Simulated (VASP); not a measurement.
Data:

```
AlAs
1.0
    0.00000     2.86597     2.86597
    2.86597     0.00000     2.86597
    2.86597     2.86597     0.00000
Al As
1 1
Direct
  0.00000   0.00000   0.00000
  0.25000   0.25000   0.25000
```

Method: modified Becke-Johnson potential (mBJ) with spin-orbit coupling, VASP's PBE PAW potentials (set 64) (plane waves; VASP). Numerical set-up: 350 eV cut-off, 6×6×6 Γ-centred mesh, Gaussian smearing of 0.050 eV, potentials Al As.

mBJ is a potential without an energy functional, so only the levels count.

Q: Estimate the band gap (over mesh and band path) with the smallest direct gap where there is one.

A: 
| Quantity | Value |
|---|---|
| band gap (over mesh and band path) | 2.14 eV |
| smallest direct gap (over mesh and band path) | 2.58 eV |

Total energies compare only between runs with the same potentials, cut-off and functional.

The compound is AlAs in the zinc blende structure. It was relaxed first. The cell's shape comes from a PBE relaxation.
